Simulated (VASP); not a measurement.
Shape and ions are relaxed at each volume.

Energy against volume of MoSi2 (MoSi2 type). The numbers are results of PBE GGA, VASP's PBE PAW potentials (set 64) (plane waves; VASP), not measurements.

```tsv
V (Å³/atom)	E (eV/atom)
12.777	-7.71902
13.185	-7.74558
13.593	-7.75375
14.000	-7.74632
14.408	-7.72566
```

Fit a third-order Birch-Murnaghan equation of state.

```
Quantity                                         Value
---------------------------------------  -------------
volume per atom                          13.59 Å³/atom
bulk modulus                                   204 GPa
pressure derivative of the bulk modulus           4.47
```

The compound is MoSi2 in the MoSi2 type structure. It was relaxed first.
